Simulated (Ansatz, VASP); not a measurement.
## AlHNF (F-AlN-H chair monolayer) in two plane-wave programs

One calculation is typed for both programs; each brings its own data sets. How far apart do they land? The structure shown is the start of the Ansatz relaxation below; VASP solves that cell, so the two are compared at the walk's first step.

Calculated with Ansatz 0.2.0; plane waves, with VASP 6.6.1 beside it; single point at PBE with D3(BJ).

### Step 1. Starting point

The cell holds 4 atoms: 1 H, 1 N, 1 Al and 1 F. Cell: a = 3.168 Å, b = 3.168 Å, c = 37.840 Å, α = 90.0°, β = 90.0°, γ = 120.0°. Vacuum lies along c.

### Step 2. Ansatz: relaxation, PBE with D3(BJ)

Ansatz runs on its PAW soft_1 files.

The two programs are compared at the cell with which this relaxation starts, whose forces are those of its first step.

Input file input.yaml:

```yaml
crystal:
  lattice:
    - [3.168, 0.0, 0.0]
    - [-1.584, 2.7435684792, 0.0]
    - [0.0, 0.0, 37.8400000001]
  atoms:
    - { symbol: H, position: [0.6666666667, 0.3333333333, 0.4545454545] }
    - { symbol: "N", position: [0.6666666667, 0.3333333333, 0.4815010571] }
    - { symbol: Al, position: [0.3333333333, 0.6666666667, 0.4984143763] }
    - { symbol: F, position: [0.3333333333, 0.6666666667, 0.5454545455] }
  periodic: [true, true, false]
kpoints:
  mp_grid: { grid: [12, 12, 1] }
hamiltonian:
  xc: pbe
  dispersion: d3bj
  pseudopotentials: { kind: paw, azcp: { folder: soft_1 } }
scf:
  occupations: { method: fermi_dirac, width: 0.05 }
  convergence: { dr2_threshold: 1.0e-09 }
relax:
  f_tol: 0.004
  max_steps: 90
  cell: {}
output:
  write_potential: true
  write_density: true
  volumetric_format: npy
```

Launch:

```sh
$ ansatz run input.yaml --threads 2 --pin off --max-ram 3072MiB --backend cpu --events-out ev --progress --plain --runs-dir out
```

Numbers of over 12 decimals in the logs are rounded to 6 here.

The program printed:

```text
Warning: relax.cell: scf.convergence.dr2_threshold = 1e-9 eV is looser than the 2.21442743652e-10 eV advised for a relaxation that steers and ends on the stress (1e-10 eV for each atom of the cell: 4, times the square of relax.cell.stress_2d_tol = 0.05 N/m over 13.4 Å (the atoms' height at the walk's start and 5 Å past either face), 3.720e-2 GPa, over a crystal's default 0.05). What an SCF threshold leaves in a stress goes as its square root, and in the free energy as the threshold itself, and one threshold admits the most on a small cell: [figures from the program's tests cut] Set scf.convergence.dr2_threshold to 2.21442743652e-10 eV or tighter. [rest of the remark cut]
Engine: ansatz 0.2.0, x86_64-unknown-linux-gnu
Pseudopotentials: kind: paw
Pseudopotential: H, paw, valence charge 1, recommended cutoff 420 eV (normal), soft_1/H.paw.azcp
Pseudopotential: N, paw, valence charge 5, recommended cutoff 420 eV (normal), soft_1/N.paw.azcp
Pseudopotential: Al, paw, valence charge 3, recommended cutoff 420 eV (normal), soft_1/Al.paw.azcp
Pseudopotential: F, paw, valence charge 7, recommended cutoff 420 eV (normal), soft_1/F.paw.azcp
Functional definition: PBE
  parameter kappa = 0.804
  parameter beta = 0.066725
  exchange = pbe_x(kappa = kappa, mu = beta*pi^2/3)
  correlation = pbe_c(beta = beta)
Crystal: 4 atoms, lattice volume = 328.891 Å³
Basis set: ecut = 420 eV, 6367 PW (Γ), exchange–correlation on 48×48×512 points (8 copies of the dense FFT grid, shifted against one another)
Bands: 12, of which v1, the nominal top of the filled ones, is band 8 counted from 1 (7 counted from 0)
Symmetry: 6 space group operations
Space group: P3m1 (ITA 156), of the structure as read, at distance tolerance 6.9e-5 Å
k-points: 19 of 144 (time reversal used)
Non-local potential: H, projectors of the file, l = 0: 2, l = 1: 1
Non-local potential: N, projectors of the file, l = 0: 2, l = 1: 2, l = 2: 1
Non-local potential: Al, projectors of the file, l = 0: 2, l = 1: 2, l = 2: 1
Non-local potential: F, projectors of the file, l = 0: 2, l = 1: 2, l = 2: 1
PAW form: soft (Blöchl's): semilocal exchange-correlation on the pseudo side does not see the compensation charge
PAW one-centre angular grid: H, 110 points (default); XC on 64 Gauss nodes
PAW one-centre angular grid: N, 110 points (default); XC on 64 Gauss nodes
PAW one-centre angular grid: Al, 110 points (default); XC on 64 Gauss nodes
PAW one-centre angular grid: F, 110 points (default); XC on 64 Gauss nodes
Initial density: superposition of atomic densities (neutral atoms: chi_scale 0, normalization atom)
Initial wavefunctions: pseudopotential atomic-orbital guess
Functional: x = pbe(κ = 0.804, μ = 0.219515), c = pbe(β = 0.066725)
SCF iter   1: F=—  HF=-1752.980086 eV  |F-HF|=—  |Δ(HF+E_count)|=         —  Δρ=5.34e-2  dr2=1.22e1  ethr=3.10e-3  ⟨swp⟩=12.1  Hψ=2331  notcnv=0
preconditioner: auto → Resta (q_TF=auto, 1.648 Å⁻¹)  ε∞=1.3  [insulator: Δε(μ)=7.055 eV  Ē_g=14.348 eV  σ=0.050 eV  W_gap=1.00  n_scr=18 (ndim 8)  ℏωp=7.7 eV  f_vac=0.819  D(μ)=0.00/eV (n_scr^D=0)  ε∞_Penn≈1.3  vacuum switching on, ρ_ref=1.5e-2 e/Å³]
SCF iter   2: F=—  HF=-1749.805403 eV  |F-HF|=—  |Δ(HF+E_count)|=    3.17e0  Δρ=3.45e-2  dr2=2.31e0  ethr=3.10e-3  ⟨swp⟩=7.3  Hψ=1066  notcnv=0  defer=1
SCF iter   3: F=—  HF=-1749.323683 eV  |F-HF|=—  |Δ(HF+E_count)|=   4.82e-1  Δρ=1.06e-2  dr2=3.69e-1  ethr=3.10e-3  ⟨swp⟩=4.5  Hψ=733  notcnv=0
SCF iter   4: F=—  HF=-1749.268479 eV  |F-HF|=—  |Δ(HF+E_count)|=   5.52e-2  Δρ=7.34e-3  dr2=1.47e-1  ethr=2.31e-3  ⟨swp⟩=5.2  Hψ=670  notcnv=0  defer=2
SCF iter   5: F=—  HF=-1749.240461 eV  |F-HF|=—  |Δ(HF+E_count)|=   2.80e-2  Δρ=1.29e-3  dr2=1.29e-2  ethr=9.16e-4  ⟨swp⟩=4.7  Hψ=598  notcnv=0  defer=5
SCF iter   6: F=—  HF=-1749.238281 eV  |F-HF|=—  |Δ(HF+E_count)|=   2.18e-3  Δρ=5.15e-4  dr2=1.21e-3  ethr=8.08e-5  ⟨swp⟩=4.4  Hψ=531  notcnv=0  defer=1
SCF iter   7: F=—  HF=-1749.238308 eV  |F-HF|=—  |Δ(HF+E_count)|=   2.72e-5  Δρ=2.79e-4  dr2=7.48e-4  ethr=7.59e-6  ⟨swp⟩=4.5  Hψ=572  notcnv=0  defer=3
SCF iter   8: F=—  HF=-1749.238165 eV  |F-HF|=—  |Δ(HF+E_count)|=   1.43e-4  Δρ=1.30e-4  dr2=1.50e-4  ethr=4.68e-6  ⟨swp⟩=1.8  Hψ=388  notcnv=0  defer=1
SCF iter   9: F=—  HF=-1749.238136 eV  |F-HF|=—  |Δ(HF+E_count)|=   2.92e-5  Δρ=3.19e-5  dr2=7.21e-6  ethr=9.40e-7  ⟨swp⟩=2.8  Hψ=396  notcnv=0
[...]
SCF iter   6: F=—  HF=-1749.520170 eV  |F-HF|=—  |Δ(HF+E_count)|=   8.57e-9  Δρ=6.84e-7  dr2=1.26e-9  ethr=8.49e-11  ⟨swp⟩=2.6  Hψ=421  notcnv=0
SCF iter   7: F=-1749.520170 eV  HF=-1749.520170 eV  |F-HF|=2.73e-11  |Δ(HF+E_count)|=  3.08e-10  Δρ=1.57e-7  dr2=9.57e-11  ethr=6.25e-12  ⟨swp⟩=9.9  Hψ=1504  notcnv=0
SCF 6 converged in 7 iterations: F = -1749.520170 eV  dr2 = 9.57e-11
relax step   6: F+E_penalty+E_count = -1749.52017046 eV  Δ(F+E_penalty+E_count) = -5.351e-5 eV  max|allowed force component| = 5.929e-3 eV/Å  Δτ_max = 0.0009 Å  P = -0.015 N/m  Ω = 325.198 Å³  energy of the carried Pulay correction = +1.095e-3 eV  fix = [c, alpha, beta]  reactions: c -0.000 N/m  (7 SCF iters, accepted)
[...]
relax step   7: F+E_penalty+E_count = -1749.52018700 eV  Δ(F+E_penalty+E_count) = -1.654e-5 eV  max|allowed force component| = 2.135e-4 eV/Å  Δτ_max = 0.0001 Å  P = -0.006 N/m  Ω = 325.148 Å³  energy of the carried Pulay correction = +1.110e-3 eV  fix = [c, alpha, beta]  reactions: c -0.000 N/m  (5 SCF iters, accepted)
[...]
relax step   8: F+E_penalty+E_count = -1749.51922968 eV  Δ(F+E_penalty+E_count) = +9.573e-4 eV  max|allowed force component| = 4.952e-4 eV/Å  Δτ_max = 0.0000 Å  P = -0.042 N/m  Ω = 325.148 Å³  fix = [c, alpha, beta]  reactions: c -0.000 N/m  stress off target by 4.21e-2 N/m on what of the cell is left free  SCF on the basis re-selected at this cell (its energy is not comparable with the rows above)  (5 SCF iters)
basis re-selected at this cell: Δ(F+E_penalty+E_count) = +9.573e-4 eV, ΔP = -0.036 N/m vs the last step (what re-selecting the basis moved, of the pressure what is left beyond the Pulay correction that the steps carried, after the strain that the cell walked since its last selection, with what the two solves' SCF thresholds leave and, on support functions, any second-order correction that the steps lacked; it is no m [...]
WARN: The input density's exchange-correlation potential varies sharply where the density is thin. Do not read a vacuum level from v_tot or v_xc, or from such a field of the output density. On a cell that repeats whose density bears no net charge and no dipole along the vacuum's axis use v_es (v_loc + v_h of the components); under efield.dipole_correction with no amplitude use v_es + v_field, which holds any external [...]
SCF converged after 5 iterations
Free energy (F): -1749.519230 eV
Harris-Foulkes:  -1749.519230 eV  (|F-HF|=1.54e-10)
Internal energy: -1749.519230 eV  (E = F + TS)
E sigma→0 (E₀):  -1749.519230 eV
Fermi energy:    -6.147891 eV
--- Per-component energies (eV) ---
  E_band       = -216.406694
  E_kinetic    = 366.581066
  E_local      = -22657.335352  (includes V_loc(G=0)·N_el)
  E_nonlocal   = 132.131113
  E_hartree    = 11127.808332
  E_xc         = -183.789332
  E_vxc        = -215.552386  (∫ρ·V_xc dr)
  E_paw        = -803.506078  (= ΣΔE_a)
  E_vpaw       = -97.848494  (= ΣTr[D̂ρ^β])
  E_aug_tail   = 0.000568  (compensation charges beyond the density's cutoff)
  E_ewald      = 10268.907976
  E_disp       = -0.317523  (pairwise vdW)
  E_smearing   = -0.000000  (= −TS)
  E_closure    = -0.000000  (closes the sum)
  Σ components = -1749.519230   (vs F -1749.519230, Δ=0.00e0)
--- Forces (eV/Å), atoms counted from 1 ---
  atom   1  H     -0.00000000    -0.00000000    -0.00001292
  atom   2  N      0.00000000     0.00000000     0.00044304
  atom   3  Al    -0.00000000    -0.00000000     0.00010613
  atom   4  F      0.00000000     0.00000000    -0.00048156
  max |Σ_I F_I| component: 5.47e-5 eV/Å
--- 2D stress c σ (N/m, compression-positive) ---
       -0.042110      -0.000000      -0.000000
       -0.000000      -0.042110      -0.000000
       -0.000000      -0.000000      -0.000000
  P = ½ c Tr σ = -0.0421 N/m
--- Band table (eV; the first three rows and the last of 19) ---
  k-point 0: bands = [... 4 lower, -8.2102, -8.2102, -7.7380, -7.7380, -4.6938 (-4.6938°), -3.5275, -3.0100, -2.2780]
  k-point 1: bands = [... 4 lower, -8.5185, -8.2816, -7.8547, -7.7442, -4.5181 (-4.5181°), -3.3826, -2.8517, -2.0917]
  k-point 2: bands = [... 4 lower, -9.0855, -8.4608, -8.0976, -7.7700, -4.0752 (-4.0752°), -2.9568, -2.4101, -1.6092]
  k-point 18: bands = [... 4 lower, -11.0942, -9.1700, -8.5494, -8.4735, 0.5515, 0.5750, 0.6282, 1.6531]
  ° read free of the cell's end (the report's vacuum.weakly_bound_levels)
--- Relaxed structure (7 steps of the walk, 6 accepted, 1 SCFs on fresh bases) ---
  F+E_penalty+E_count = -1749.51922968 eV   max|allowed force component| = 4.952e-4 eV/Å   (the final SCF, on the basis selected at the relaxed cell)
  cell:  # Å, volume = 325.1476 Å³
    - [3.149919, 0.0, 0]
    - [-1.574960, 2.727910, 0]
    - [0, 0, 37.8400000001]
  atoms:
    - { symbol: H, position: [0.666667, 0.333333, 0.455091] }
    - { symbol: N, position: [0.666667, 0.333333, 0.482234] }
    - { symbol: Al, position: [0.333333, 0.666667, 0.499706] }
    - { symbol: F, position: [0.333333, 0.666667, 0.542884] }
```

The column dr2 measures how far the density is from self-consistency, as an energy; F and HF (Harris–Foulkes) agree once it is small.

### Step 3. VASP: single point, PBE with D3(BJ), start cell

The same cell, functional, mesh and smearing now go to VASP, with its own data sets.

Lines of VASP's logs that name or quote its potential files are left out, and so is its time.

Input file INCAR:

```
SYSTEM = AlHNF
PREC = Accurate
ENCUT = 520
EDIFF = 1E-06
NELM = 120
ISMEAR = -1
SIGMA = 0.05
LREAL = .FALSE.
ALGO = Normal
GGA = PE
IVDW = 12
NBANDS = 14
LORBIT = 11
LWAVE = .FALSE.
LCHARG = .FALSE.
ISIF = 2
LDIPOL = .TRUE.
IDIPOL = 3
DIPOL = 0.5 0.5 0.495
LVHAR = .TRUE.
LASPH = .TRUE.
GGA_COMPAT = .FALSE.
EFERMI = MIDGAP
NELMDL = -8
```

Input file POSCAR:

```
AlHNF
1.0
    3.1680000000      0.0000000000      0.0000000000
   -1.5840000000      2.7435680000      0.0000000000
    0.0000000000      0.0000000000     37.8400000000
H N Al F
1 1 1 1
Direct
    0.6666667274      0.3333334548      0.4545454545
    0.6666667274      0.3333334548      0.4815010571
    0.3333334548      0.6666669097      0.4984143763
    0.3333334548      0.6666669097      0.5454545455
```

Input file KPOINTS:

```
Automatic mesh
0
Gamma
12 12 1
0 0 0
```

Potentials, in the order of the species: H, N, Al and F (PBE family, release 64).

Launch:

```sh
$ mpirun -np 1 vasp_std
```

The program printed:

```text
[banner, memory and clock lines left out]
running    1 mpi-ranks, on    1 nodes
 distrk:  each k-point on    1 cores,    1 groups
 distr:  one band on    1 cores,    1 groups

 POSCAR found type information on POSCAR H N AlF
 POSCAR found :  4 types and       4 ions
 LDA part: xc-table for (Slater+PW92), standard interpolation
 POSCAR, INCAR and KPOINTS ok, starting setup
 FFT: planning ... GRIDC
 FFT: planning ... GRID_SOFT
 FFT: planning ... GRID
 WAVECAR not read
 entering main loop
       N       E                     dE             d eps       ncg     rms          rms(c)
DAV:   1     0.120833237052E+03    0.12083E+03   -0.56782E+03   644   0.770E+02
DAV:   2    -0.845004825408E+01   -0.12928E+03   -0.11666E+03   924   0.177E+02
DAV:   3    -0.267275283854E+02   -0.18277E+02   -0.18054E+02   708   0.806E+01
DAV:   4    -0.271021676818E+02   -0.37464E+00   -0.37442E+00   664   0.141E+01
DAV:   5    -0.271072990832E+02   -0.51314E-02   -0.51300E-02   706   0.150E+00
DAV:   6    -0.271074291741E+02   -0.13009E-03   -0.13009E-03   694   0.267E-01
DAV:   7    -0.271074335903E+02   -0.44162E-05   -0.44161E-05   700   0.463E-02
DAV:   8    -0.271074337590E+02   -0.16874E-06   -0.16870E-06   650   0.986E-03    0.101E+01
DAV:   9    -0.236277857529E+02    0.34796E+01   -0.95266E+00   724   0.234E+01    0.401E+00
DAV:  10    -0.235014800148E+02    0.12631E+00   -0.77880E-01   706   0.515E+00    0.275E+00
DAV:  11    -0.233522845982E+02    0.14920E+00   -0.87659E-02   718   0.330E+00    0.901E-01
DAV:  12    -0.232913526708E+02    0.60932E-01   -0.47892E-02   748   0.199E+00    0.310E-01
DAV:  13    -0.232801376090E+02    0.11215E-01   -0.32077E-02   736   0.110E+00    0.287E-01
DAV:  14    -0.232776547380E+02    0.24829E-02   -0.60475E-03   714   0.538E-01    0.118E-01
[...]
DAV:  20    -0.232793318019E+02   -0.10191E-03   -0.72481E-06   586   0.135E-02    0.265E-03
DAV:  21    -0.232794220832E+02   -0.90281E-04   -0.65442E-06   556   0.102E-02    0.173E-03
DAV:  22    -0.232794714401E+02   -0.49357E-04   -0.18977E-06   512   0.691E-03    0.979E-04
DAV:  23    -0.232794919442E+02   -0.20504E-04   -0.63296E-07   488   0.368E-03    0.459E-04
DAV:  24    -0.232795026648E+02   -0.10721E-04   -0.25772E-07   454   0.239E-03    0.282E-04
DAV:  25    -0.232795080671E+02   -0.54023E-05   -0.16206E-07   448   0.160E-03    0.154E-04
DAV:  26    -0.232795097862E+02   -0.17191E-05   -0.41021E-08   476   0.850E-04    0.992E-05
DAV:  27    -0.232795103411E+02   -0.55497E-06   -0.10214E-08   482   0.491E-04
   1 F= -.23590074E+02 E0= -.23590074E+02  d E =-.715325E-08
```

OUTCAR, selected parts (step 3):

```text
ion  position               nearest neighbor table
   1  0.667  0.333  0.455-   2 1.02
   2  0.667  0.333  0.482-   1 1.02   3 1.94   3 1.94   3 1.94
   3  0.333  0.667  0.498-   4 1.78   2 1.94   2 1.94   2 1.94
   4  0.333  0.667  0.545-   3 1.78

  LATTYP: Found a hexagonal cell.
 ALAT       =     3.1680000000
 C/A-ratio  =    11.9444444444

 Subroutine GETGRP returns: Found  6 space group operations
 (whereof  6 operations were pure point group operations)

The static configuration has the point symmetry C_3v.

 Found     19 irreducible k-points:

   k-points           NKPTS =     19   k-points in BZ     NKDIM =     19   number of bands    NBANDS=     14

   dimension x,y,z NGX =    24 NGY =   24 NGZ =  288
   dimension x,y,z NGXF=    48 NGYF=   48 NGZF=  576

   ENCUT  =  520.0 eV  38.22 Ry    6.18 a.u.   5.89  5.89 70.36*2*pi/ulx,y,z

   NELECT =      16.0000    total number of electrons

 k-points in reciprocal lattice and weights: Automatic mesh
   0.00000000  0.00000000  0.00000000       0.007
   0.08333333  0.00000000  0.00000000       0.042
   0.16666667  0.00000000  0.00000000       0.042
   0.25000000  0.00000000  0.00000000       0.042
   0.33333333  0.00000000  0.00000000       0.042
   0.41666667  0.00000000  0.00000000       0.042
   0.50000000  0.00000000  0.00000000       0.021
   0.08333333  0.08333333  0.00000000       0.042
   0.16666667  0.08333333  0.00000000       0.083
[...]
0.33333333  0.25000000  0.00000000       0.083
   0.33333333  0.33333333  0.00000000       0.014

 dipolmoment           0.000000      0.000000      0.411150 electrons x Angstroem

 average (electrostatic) potential at core
       1 -45.1366       2 -73.8354       3 -84.6517       4 -81.7279

 E-fermi :  -4.9295

 k-point     1 :       0.0000    0.0000    0.0000
  band No.  band energies     occupation
    ...
      4      -7.7366      2.00000
      5      -7.6819      2.00000
      6      -7.6819      2.00000
      7      -5.8208      2.00000
      8      -5.8208      2.00000
      9      -4.1668      0.00000
     10      -3.0495      0.00000
     11      -2.6245      0.00000
     12      -2.0858      0.00000
     13      -1.3791      0.00000
    ...

 k-point     2 :       0.0833    0.0000    0.0000
  band No.  band energies     occupation
    ...
      4      -8.1368      2.00000
      5      -7.7452      2.00000
      6      -7.6283      2.00000
      7      -5.9177      2.00000
      8      -5.8339      2.00000
      9      -3.9907      0.00000
     10      -2.9074      0.00000
     11      -2.4711      0.00000
     12      -1.9147      0.00000
     13      -1.1823      0.00000
    ...

 k-point     3 :       0.1667    0.0000    0.0000
  band No.  band energies     occupation
    ...
      4      -8.9714      2.00000
      5      -7.9107      2.00000
      6      -7.5957      2.00000
      7      -6.1583      2.00000
      8      -5.8707      2.00000
      9      -3.5513      0.00000
     10      -2.4876      0.00000
     11      -2.0386      0.00000
     12      -1.4570      0.00000
     13      -0.6733      0.00000
    ...

 Edisp (eV)   -0.31056

  Total      -0.32887    -0.32887    -5.26837     0.00000     0.00000    -0.00000
  in kB      -1.60205    -1.60205   -25.66464     0.00000     0.00000    -0.00000
  external pressure =       -9.62 kB  Pullay stress =        0.00 kB

  energy-cutoff  :      520.00
  volume of cell :      328.89
      direct lattice vectors                 reciprocal lattice vectors
     3.168000000  0.000000000  0.000000000     0.315656566  0.182244435  0.000000000
    -1.584000000  2.743568000  0.000000000     0.000000000  0.364488870  0.000000000
     0.000000000  0.000000000 37.840000000     0.000000000  0.000000000  0.026427061

 POSITION                                       TOTAL-FORCE (eV/Angst)
 -----------------------------------------------------------------------------------
      1.58400      0.91452     17.20000        -0.000000     -0.000000     -0.400098
      1.58400      0.91452     18.22000        -0.000000      0.000000      0.150128
     -0.00000      1.82905     18.86000        -0.000000     -0.000000      3.517613
     -0.00000      1.82905     20.64000         0.000000     -0.000000     -3.267643
 -----------------------------------------------------------------------------------
    total drift:                                0.000000     -0.001523      0.000841

  FREE ENERGIE OF THE ION-ELECTRON SYSTEM (eV)
  ---------------------------------------------------
  free  energy   TOTEN  =       -23.5900742456 eV

  energy  without entropy=      -23.5900742384  energy(sigma->0) =      -23.59007424

 vacuum level on the upper side and lower side of the slab         5.445        -3.114

 total charge
# of ion       s       p       d       tot
------------------------------------------
    1        0.644   0.084   0.000   0.729
    2        1.225   2.657   0.000   3.883
    3        0.350   0.395   0.000   0.745
    4        1.744   4.304   0.000   6.049
--------------------------------------------------
tot          3.964   7.441   0.000  11.405

[... 3 further parts left out ...]
```

### Step 4. Differences

Known differences besides the potentials themselves: Ansatz cuts the interaction across the vacuum, VASP repeats the sheet with a dipole correction; the cutoff is 420 eV in Ansatz and 520 eV in VASP. Total energies have different zeros and are not compared.

Forces (eV/Å; atoms numbered as in POSCAR):

```csv
atom,"Ansatz x, y, z","VASP x, y, z"
H1,"0.000, 0.000, -0.387","0.000, 0.000, -0.400"
N2,"0.000, 0.000, 0.149","0.000, 0.000, 0.150"
Al3,"0.000, 0.000, 3.578","0.000, 0.000, 3.518"
F4,"0.000, 0.000, -3.341","0.000, 0.000, -3.268"
```

The forces differ by 28 meV/Å r.m.s., which is 2.0 % of the r.m.s. force of 1.391 eV/Å (both taken over all components). With vacuum in the cell, a pressure given here is an average over mostly empty space and none of the material.

### Step 5. Summary of results

| Quantity | Value |
| --- | --- |
| r.m.s. force difference (single point, PBE with D3(BJ), start cell) | 2.0 % of the r.m.s. force |

In words: The r.m.s. force difference is 2.0 % of the r.m.s. force (single point, PBE with D3(BJ), start cell), within the 3 % picked in this series as the mark of a large difference. 1 further run of this series is not shown here. How closely two codes agree says nothing of how well the functional describes the real material.

[Lines on the potential files, build, host, timing and source positions are cut from VASP's logs without a mark.]

[Logs are printed without paths, hosts, clocks, repeated set-up lines and the standing remarks that a program may print on its own settings, such as how far it seeks lower states.]

[Hosts, paths, dates, database ids (printed as entryN), source tags and the programs' standing remarks are cut or masked in the printed files.]
